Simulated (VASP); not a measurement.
# NbTe (P-6m2) in VASP: notebook

One crystal, NbTe, is run at these levels: PBE, r2SCAN; tasks: RPA correlation energy, equation of state, phonons.

Program: VASP 6.6.1. These are calculated values, not measurements. Logs are shortened: lines on timing, memory, paths and dates and some standing lists are left out, and cuts for length are marked.

### 1 The crystal as given

Symmetry: P-6m2, No. 187, hexagonal system. Conventional cell: a = 3.703 Å, b = 3.703 Å, c = 3.694 Å, α = 90.00°, β = 90.00°, γ = 120.00°. Around Te (site symmetry -6m2) lie 6 Nb at 2.83 Å. Nb (site symmetry -6m2) has 6 Te at 2.83 Å as nearest neighbours.

The cell comes from a database or a generator and needn't be the stable form of this composition.

### 2 RPA correlation energy, PBE

Contents of POSCAR:

```
NbTe
1.0
    3.7029743866      0.0000000000      0.0000000000
   -1.8514871933      3.2068698884      0.0000000000
    0.0000000000      0.0000000000      3.6942110000
Te Nb
1 1
Direct
    0.6666666667      0.3333333333      0.0000000000
    0.0000000000      0.0000000000      0.5000000000
```

Contents of INCAR.step1:

```
ALGO = Normal
EDIFF = 1E-8
ENCUT = 400
GGA = PE
ISMEAR = 0
LASPH = True
LCHARG = False
LREAL = False
LWAVE = True
NELM = 80
PREC = Accurate
SIGMA = 0.05
```

Contents of INCAR.step2:

```
AEXX = 1.0
AGGAC = 0.0
ALDAC = 0.0
ALGO = EIGENVAL
EDIFF = 1E-8
ENCUT = 400
GGA = PE
ISMEAR = 0
ISTART = 1
LASPH = True
LCHARG = False
LHFCALC = True
LREAL = False
LWAVE = False
NELM = 1
PREC = Accurate
PRECFOCK = Fast
SIGMA = 0.05
```

Contents of INCAR.step3:

```
ALGO = Exact
EDIFF = 1E-8
ENCUT = 400
GGA = PE
ISMEAR = 0
ISTART = 1
LASPH = True
LCHARG = False
LOPTICS = True
LREAL = False
LWAVE = True
NBANDS = 808
NELM = 1
PREC = Accurate
SIGMA = 0.05
```

Contents of INCAR.step4:

```
ALGO = ACFDT
EDIFF = 1E-8
ENCUT = 400
ENCUTGW = 200
GGA = PE
ISMEAR = 0
ISTART = 1
LASPH = True
LCHARG = False
LREAL = False
LWAVE = False
NBANDS = 808
NELM = 80
NOMEGA = 12
PREC = Accurate
PRECFOCK = Fast
SIGMA = 0.05
```

Contents of KPOINTS:

```
k-points
0
Gamma
  4 4 4
```

Potentials or basis: VASP PAW PBE potentials, release 64 (Te_GW, Nb_sv_GW).

The run is started by

```sh
$ cat potpaw_PBE.64/Te_GW/POTCAR potpaw_PBE.64/Nb_sv_GW/POTCAR > POTCAR
$ cp INCAR.step1 INCAR
$ mpirun -np 1 vasp_std > vasp.out
$ cp INCAR.step2 INCAR
$ mpirun -np 1 vasp_std > vasp.out
$ cp INCAR.step3 INCAR
$ mpirun -np 1 vasp_std > vasp.out
$ cp INCAR.step4 INCAR
$ mpirun -np 1 vasp_std > vasp.out
```

OUTCAR:

```text
EDIFF = 1E-8
   ENCUT = 400
   ENCUTGW = 200
   GGA = PE
   ISMEAR = 0
   ISTART = 1
   LASPH = True
   LREAL = False
   NELM = 80
   PREC = Accurate
   PRECFOCK = Fast

 ion  position               nearest neighbor table
   1  0.667  0.333  0.000-   2 2.83   2 2.83   2 2.83   2 2.83   2 2.83   2 2.83
   2  0.000  0.000  0.500-   1 2.83   1 2.83   1 2.83   1 2.83   1 2.83   1 2.83

  LATTYP: Found a hexagonal cell.
 ALAT       =     3.7029743866
 C/A-ratio  =     0.9976334196

  Lattice vectors:

 A1 = (   3.7029743866,   0.0000000000,   0.0000000000)
 A2 = (  -1.8514871933,   3.2068698884,   0.0000000000)
 A3 = (   0.0000000000,   0.0000000000,   3.6942110000)

Analysis of symmetry for initial positions (statically):
=====================================================================
 Subroutine PRICEL returns:
 Original cell was already a primitive cell.

 Routine SETGRP: Setting up the symmetry group for a
 hexagonal supercell.

 Subroutine GETGRP returns: Found 12 space group operations
 (whereof 12 operations were pure point group operations)
 out of a pool of 24 trial point group operations.

The static configuration has the point symmetry D_3h.

Analysis of symmetry for dynamics (positions and initial velocities):
=====================================================================
 Subroutine PRICEL returns:
 Original cell was already a primitive cell.

 Routine SETGRP: Setting up the symmetry group for a
 hexagonal supercell.

 Subroutine GETGRP returns: Found 12 space group operations
 (whereof 12 operations were pure point group operations)
 out of a pool of 24 trial point group operations.

The dynamic configuration has the point symmetry D_3h.

 Subroutine INISYM returns: Found 12 space group operations
 (whereof 12 operations are pure point group operations),
 and found     1 'primitive' translations

----------------------------------------------------------------------------------------

                                     Primitive cell

  volume of cell :      43.8686

  direct lattice vectors                    reciprocal lattice vectors
     3.702974387  0.000000000  0.000000000     0.270053178  0.155915275  0.000000000
    -1.851487193  3.206869888  0.000000000     0.000000000  0.311830550  0.000000000
     0.000000000  0.000000000  3.694211000     0.000000000  0.000000000  0.270693796

  length of vectors
     3.702974387  3.702974387  3.694211000     0.311830550  0.311830550  0.270693796

  position of ions in fractional coordinates (direct lattice)
     0.666666667  0.333333333  0.000000000
     0.000000000  0.000000000  0.500000000

  ion indices of the primitive-cell ions
   primitive index   ion index
                 1           1
                 2           2

----------------------------------------------------------------------------------------

 KPOINTS: k-points

Automatic generation of k-mesh.
 Grid dimensions read from file:
 generate k-points for:    4    4    4

 Generating k-lattice:

  Cartesian coordinates                     Fractional coordinates (reciprocal lattice)
     0.067513294  0.038978819  0.000000000     0.250000000  0.000000000  0.000000000
     0.000000000  0.077957637  0.000000000     0.000000000  0.250000000  0.000000000
     0.000000000  0.000000000  0.067673449     0.000000000  0.000000000  0.250000000

  Length of vectors
     0.077957637  0.077957637  0.067673449

  Shift w.r.t. Gamma in fractional coordinates (k-lattice)
     0.000000000  0.000000000  0.000000000

 Subroutine IBZKPT returns following result:
 ===========================================

 Found     12 irreducible k-points:

 Following reciprocal coordinates:
            Coordinates               Weight
  0.000000  0.000000  0.000000      1.000000
  0.250000 -0.000000  0.000000      6.000000
  0.500000 -0.000000  0.000000      3.000000
  0.250000  0.250000  0.000000      6.000000
  0.000000  0.000000  0.250000      2.000000
  0.250000 -0.000000  0.250000     12.000000
  0.500000 -0.000000  0.250000      6.000000
  0.250000  0.250000  0.250000     12.000000
  0.000000  0.000000  0.500000      1.000000
  0.250000 -0.000000  0.500000      6.000000
  0.500000 -0.000000  0.500000      3.000000
  0.250000  0.250000  0.500000      6.000000
   k-points           NKPTS =     12   k-points in BZ     NKDIM =     64   number of bands    NBANDS=    808
   number of dos      NEDOS =    301   number of ions     NIONS =      2
   total plane-waves  NPLWV =  13824
   dimension x,y,z NGX =    24 NGY =   24 NGZ =   24
   dimension x,y,z NGXF=    48 NGYF=   48 NGZF=   48
   ions per type =               1   1
   NGX,Y,Z   is equivalent  to a cutoff of  10.77, 10.77, 10.80 a.u.
   NGXF,Y,Z  is equivalent  to a cutoff of  21.55, 21.55, 21.60 a.u.
 SYSTEM =  unknown system
   PREC   = accura    normal or accurate (medium, high low for compatibility)
   ISTART =      1    job   : 0-new  1-cont  2-samecut
   ICHARG =      0    charge: 1-file 2-atom 10-const
   ISPIN  =      1    spin polarized calculation?
   LNONCOLLINEAR =      F non collinear calculations
   LSORBIT =      F    spin-orbit coupling
   LASPH  =      T    aspherical Exc in radial PAW
   ENCUT  =  400.0 eV  29.40 Ry    5.42 a.u.   6.04  6.04  6.02*2*pi/ulx,y,z
   NELM   =     80;   NELMIN=  2; NELMDL=  0     # of ELM steps
   EDIFF  = 0.1E-07   stopping-criterion for ELM
   LREAL  =      F    real-space projection
   EDIFFG = 0.1E-06   stopping-criterion for IOM
   NSW    =      0    number of steps for IOM
   IBRION =     -1    ionic relax: 0-MD 1-quasi-New 2-CG
   NFREE  =      0    steps in history (QN), initial steepest desc. (CG)
   ISIF   =      0    stress and relaxation
   ISYM   =      3    0-nonsym 1-usesym 2-fastsym
   POTIM  = 0.5000    time-step for ionic-motion
   TEBEG  =    0.0;   TEEND  =   0.0 temperature during run
   PSTRESS=    0.0 pullay stress
   NELECT =      19.0000    total number of electrons
   NUPDOWN=      -1.0000    fix difference up-down
   EMIN   =  10.00;   EMAX   =-10.00  energy-range for DOS
[... 5 lines left out ...]
     AMIX     =   0.40;   BMIX     =  1.00
     AMIX_MAG =   1.60;   BMIX_MAG =  1.00
  volume/ion in A,a.u.               =      21.93       148.02
  Fermi-wavevector in a.u.,A,eV,Ry     =   1.238630  2.340671 20.874103  1.534203
  Thomas-Fermi vector in A             =   2.373147
   LORBIT       =      0    0 simple, 1 ext, 2 COOP (PROOUT), +10 PAW based schemes
   GGA     = PE    functional components
   LHFCALC =     T    Hartree Fock is set to
   PRECFOCK=fast      Normal, Fast or Accurate (Low or Medium for compatibility)
   ENCUT4O =  -1.0   cutoff for four orbital integrals eV
   NKREDX  =     1    reduce k-point grid by
   NKREDY  =     1    reduce k-point grid by
   NKREDZ  =     1    reduce k-point grid by
   AEXX    =    1.0000 exact exchange contribution
   HFSCREEN=    0.0000 screening length (either q_TF or 0.3 A-1)
   HFSCREENC=   0.0000 screening length for correlation (either q_TF or 0.3 A-1)
   ENCUTFOCK=  -1.0 apply spherical cutoff to Coloumb kernel
   IVDW    =     0    specifies the selected vdW correction
   LEPSILON=     F    determine dielectric tensor
   LRPA    =     F    only Hartree local field effects (RPA)
   LRPAFORCE           =     F    calculate RPA forces
   ENCUTGW             = 200.0    cutoff for response function in eV
   ENCUTGWSOFT         = 160.0    soft cutoff for Coulomb kernel in GW response function in eV
   ENCUTLF             =  -1.0    cutoff for local field effects
   NELMGW              =     1    number of iterations in solving QP/BSE equation
   NELMHF              =     1    number of iterations in the inner HF iteration
   NKREDLFX            =     1    NKREDLFY  =   1   NKREDLFZ  =   1
 non-spin polarized calculation
 Gauss-broadening in eV      SIGMA  =   0.05
  energy-cutoff  :      400.00
  volume of cell :       43.87
 maximum number of plane-waves:       808
  NGX = 14; NGY = 14; NGZ = 14
   NGX = 13   NGY = 13   NGZ = 13
 maximum number of plane-waves:       291

      cutoff energy     smooth cutoff   RPA   correlation   Hartree contr. to MP2
---------------------------------------------------------------------------------
            200.000           160.000      -29.9879920305      -73.1778988882
            190.476           152.381      -29.7441878721      -72.9003970477
            181.406           145.125      -29.4903970094      -72.6099350107
            172.768           138.214      -29.2311211777      -72.3112944468
            164.541           131.632      -28.9623350358      -71.9994666319
            156.705           125.364      -28.6857133760      -71.6764280639
            149.243           119.394      -28.4032624434      -71.3441505859
            142.136           113.709      -28.1134587522      -71.0006734000
  linear regression
  converged value                          -32.7480000971      -76.3914797199
```

It took 56 min on 1 thread of AMD EPYC 7R43 (Zen 3), shared host; peak memory 0.92 GiB.

Results:

```yaml
Band_gap_on_the_k_mesh_mean-field_level: none (metal or under the smearing width)
RPA_correlation_energy: -16.374 eV/atom
RPA_total_energy_per_cell: -58.364 eV
RPA_correlation_energy_per_cell: -32.748 eV
```

Caveat: the k mesh is coarse (spacing up to 0.49 Å⁻¹), so the values aren't converged; the ground state has no gap, which makes the many-body step unreliable.

### 3 Equation of state, r2SCAN, 20.62 Å³/atom (volume scaled by 0.94)

Contents of INCAR:

```
SYSTEM = NbTe
ALGO     = Normal         ! electronic algorithm
EDIFF    = 1E-6           ! SCF threshold, eV
ENCUT    = 520            ! plane-wave cutoff, eV
ISIF     = 2              ! what is computed and relaxed
ISMEAR   = -1             ! smearing method
LASPH    = .True.         ! aspherical terms in the spheres
LCHARG   = .False.        ! write CHGCAR
LMIXTAU  = .True.       
LREAL    = .False.        ! projectors in reciprocal space
LWAVE    = .False.        ! write WAVECAR
METAGGA  = R2SCAN         ! meta-GGA
NELM     = 60             ! most SCF steps
PREC     = Accurate       ! precision mode
SIGMA    = 0.05           ! smearing width, eV
```

Contents of KPOINTS:

```
k-points
0
Gamma
  8 8 7
  0 0 0
```

Contents of POSCAR:

```
NbTe
1.0
    3.6273822700      0.0000000000      0.0000000000
   -1.8136911350      3.1414051951      0.0000000000
    0.0000000000      0.0000000000      3.6187977783
Te Nb
1 1
Direct
    0.6666666667      0.3333333333      0.0000000000
    0.0000000000      0.0000000000      0.5000000000
```

Potentials or basis: VASP PAW PBE potentials, release 64 (Te, Nb_sv).

The run is started by

```sh
$ cat potpaw_PBE.64/Te/POTCAR potpaw_PBE.64/Nb_sv/POTCAR > POTCAR
$ mpirun -np 1 vasp_std > vasp.out
```

OUTCAR:

```text
SYSTEM = NbTe
   EDIFF = 1E-6
   ENCUT = 520
   ISIF = 2
   ISMEAR = -1
   LASPH = .True.
   LREAL = .False.
   METAGGA = R2SCAN
   NELM = 60
   PREC = Accurate

 Found     40 irreducible k-points:

 Following reciprocal coordinates:
            Coordinates               Weight
  0.000000  0.000000  0.000000      1.000000
  0.125000  0.000000  0.000000      6.000000
  0.250000  0.000000  0.000000      6.000000
  0.375000  0.000000  0.000000      6.000000
  0.500000  0.000000  0.000000      3.000000
  0.125000  0.125000  0.000000      6.000000
   k-points           NKPTS =     40   k-points in BZ     NKDIM =     40   number of bands    NBANDS=     13
   number of dos      NEDOS =    301   number of ions     NIONS =      2
   total plane-waves  NPLWV =  21952
   dimension x,y,z NGX =    28 NGY =   28 NGZ =   28
   dimension x,y,z NGXF=    56 NGYF=   56 NGZF=   56
   ions per type =               1   1
   NGX,Y,Z   is equivalent  to a cutoff of  12.83, 12.83, 12.86 a.u.
   NGXF,Y,Z  is equivalent  to a cutoff of  25.67, 25.67, 25.73 a.u.
 SYSTEM =  NbTe
   PREC   = accura    normal or accurate (medium, high low for compatibility)
   ISTART =      0    job   : 0-new  1-cont  2-samecut
   ICHARG =      2    charge: 1-file 2-atom 10-const
   ISPIN  =      1    spin polarized calculation?
   LNONCOLLINEAR =      F non collinear calculations
   LSORBIT =      F    spin-orbit coupling
   LASPH  =      T    aspherical Exc in radial PAW
[... 139 lines left out ...]
  band No.  band energies     occupation
      1     -45.3869      2.00000
      2     -20.9086      2.00000
      3     -20.7769      2.00000
      4     -20.7244      2.00000
      5      -2.6933      2.00000
      6       6.6134      2.00000
      7       8.4915      2.00000
      8       8.5006      2.00000
      9       9.3021      2.00000
     10      11.9126      1.82089
     11      13.0956      0.00000
     12      13.8083      0.00000
     13      13.8874      0.00000

 [... further k-points ...]

------------------------ aborting loop because EDIFF is reached ----------------------------------------

  FORCE on cell =-STRESS in cart. coord.  units (eV):
  Direction    XX          YY          ZZ          XY          YZ          ZX
  --------------------------------------------------------------------------------------
  -------------------------------------------------------------------------------------
  Total        1.6174370      1.6174370      2.1514530     -0.0000000      0.0000000      0.0000000
  in kB       62.8429214     62.8429214     83.5912548     -0.0000000      0.0000000      0.0000000
  external PRESSURE =      69.7590325 kB  Pullay stress =       0.0000000 kB

 VOLUME and BASIS-vectors are now :
 -----------------------------------------------------------------------------
  energy-cutoff  :      520.00
  volume of cell :       41.24
      direct lattice vectors                 reciprocal lattice vectors
     3.627382270  0.000000000  0.000000000     0.275680898  0.159164440  0.000000000
    -1.813691135  3.141405195  0.000000000     0.000000000  0.318328881  0.000000000
     0.000000000  0.000000000  3.618797778     0.000000000  0.000000000  0.276334866

 POSITION                                       TOTAL-FORCE (eV/Angst)
 -----------------------------------------------------------------------------------
      1.81369      1.04714      0.00000         0.000000      0.000000      0.000000
      0.00000      0.00000      1.80940        -0.000000      0.000000      0.000000
 -----------------------------------------------------------------------------------
    total drift:                               -0.000000      0.000000     -0.000000

  FREE ENERGIE OF THE ION-ELECTRON SYSTEM (eV)
  ---------------------------------------------------
  free  energy   TOTEN  =       -50.6292228089 eV

  energy  without entropy=      -50.6196771637  energy(sigma->0) =      -50.62444999
```

It took 49 s on 1 thread of Intel Xeon 6975P-C (Granite Rapids), shared host; peak memory 0.17 GiB.

What came out:

```
Free energy            : -50.6292 eV
Pressure               : 7.0 GPa
Band gap on the k mesh : none (metal or under the smearing width)
```

Caveat: the PAW data sets were made with another functional, which shifts forces and pressure a little.

### 4 Equation of state, r2SCAN, 21.06 Å³/atom (volume scaled by 0.96)

Contents of INCAR:

```
SYSTEM = NbTe
PREC = Accurate
ENCUT = 520
EDIFF = 1E-7
ISMEAR = -1
SIGMA = 0.05
LREAL = .False.
LASPH = .True.
NELM = 60
ALGO = Normal
ISIF = 2
LWAVE = .False.
LCHARG = .False.
METAGGA = R2SCAN
LMIXTAU = .True.
```

Contents of KPOINTS:

```
Automatic mesh
0
Gamma
  8 8 7
  0 0 0
```

Contents of POSCAR:

```
NbTe
1.0
    3.6529280573      0.0000000000      0.0000000000
   -1.8264640286      3.1635284958      0.0000000000
    0.0000000000      0.0000000000      3.6442831093
Te Nb
1 1
Direct
    0.6666666667      0.3333333333      0.0000000000
    0.0000000000      0.0000000000      0.5000000000
```

The run is started by

```sh
$ cat potpaw_PBE.64/Te/POTCAR potpaw_PBE.64/Nb_sv/POTCAR > POTCAR
$ mpirun -np 1 vasp_std > vasp.out
```

It took 49 s on 1 thread of Intel Xeon 6975P-C (Granite Rapids), shared host; peak memory 0.18 GiB.

It converged, with:

- Free energy: -50.6587 eV
- Pressure: 3.8 GPa
- Band gap on the k mesh: none (metal or under the smearing width)

Caveat: the PAW data sets were made with another functional, which shifts forces and pressure a little.

### 5 Equation of state, r2SCAN, 21.50 Å³/atom (volume scaled by 0.98)

Contents of INCAR:

```
PREC     = Accurate       # precision mode
ENCUT    = 520            # plane-wave cutoff, eV
EDIFF    = 1E-6           # SCF threshold, eV
ISMEAR   = -1             # smearing method
SIGMA    = 0.05           # smearing width, eV
LREAL    = F              # projectors in reciprocal space
LASPH    = T              # aspherical terms in the spheres
NELM     = 100            # most SCF steps
ALGO     = Normal         # electronic algorithm
ISIF     = 2              # what is computed and relaxed
LWAVE    = F              # write WAVECAR
LCHARG   = F              # write CHGCAR
METAGGA  = R2SCAN         # meta-GGA
LMIXTAU  = T
```

Contents of KPOINTS:

```
Automatic mesh
0
Gamma
  8 8 7
```

Contents of POSCAR:

```
NbTe
1.0
    3.6781214607      0.0000000000      0.0000000000
   -1.8390607303      3.1853466232      0.0000000000
    0.0000000000      0.0000000000      3.6694168905
Te Nb
1 1
Direct
    0.6666666667      0.3333333333      0.0000000000
    0.0000000000      0.0000000000      0.5000000000
```

The run is started by

```sh
$ cat potpaw_PBE.64/Te/POTCAR potpaw_PBE.64/Nb_sv/POTCAR > POTCAR
$ mpirun -np 1 vasp_std > vasp.out
```

Run time: 55 s. Hardware: 1 thread of Intel Xeon 6975P-C (Granite Rapids), shared host; peak memory 0.18 GiB.

The run converged. Its results:

```yaml
Free_energy: -50.6716 eV
Pressure: 0.9 GPa
Band_gap_on_the_k_mesh: none (metal or under the smearing width)
```

Caveat: the PAW data sets were made with another functional, which shifts forces and pressure a little.

### 6 Equation of state, r2SCAN, 22.37 Å³/atom (volume scaled by 1.02)

Contents of INCAR:

```
SYSTEM = NbTe
  PREC = Accurate
  ENCUT = 520
  EDIFF = 1E-7
  ISMEAR = -1
  SIGMA = 0.05
  LREAL = .False.
  LASPH = .True.
  NELM = 100
  ALGO = Normal
  ISIF = 2
  LWAVE = .False.
  LCHARG = .False.
  METAGGA = R2SCAN
  LMIXTAU = .True.
```

Contents of KPOINTS:

```
regular mesh
0
Gamma
  8 8 7
  0 0 0
```

Contents of POSCAR:

```
NbTe
1.0
    3.7274981105      0.0000000000      0.0000000000
   -1.8637490552      3.2281080563      0.0000000000
    0.0000000000      0.0000000000      3.7186766865
Te Nb
1 1
Direct
    0.6666666667      0.3333333333      0.0000000000
    0.0000000000      0.0000000000      0.5000000000
```

Potentials or basis: VASP PAW PBE potentials, release 64 (Te, Nb_sv).

The run is started by

```sh
$ cat potpaw_PBE.64/Te/POTCAR potpaw_PBE.64/Nb_sv/POTCAR > POTCAR
$ mpirun -np 1 vasp_std > vasp.out
```

Run time: 59 s. Hardware: 1 thread of Intel Xeon 6975P-C (Granite Rapids), shared host; peak memory 0.18 GiB.

It converged, with:

| Quantity | Value |
| --- | --- |
| Free energy | -50.6546 eV |
| Pressure | -3.9 GPa |
| Band gap on the k mesh | none (metal or under the smearing width) |

Caveat: the PAW data sets were made with another functional, which shifts forces and pressure a little.

[end of part 1 of 2]
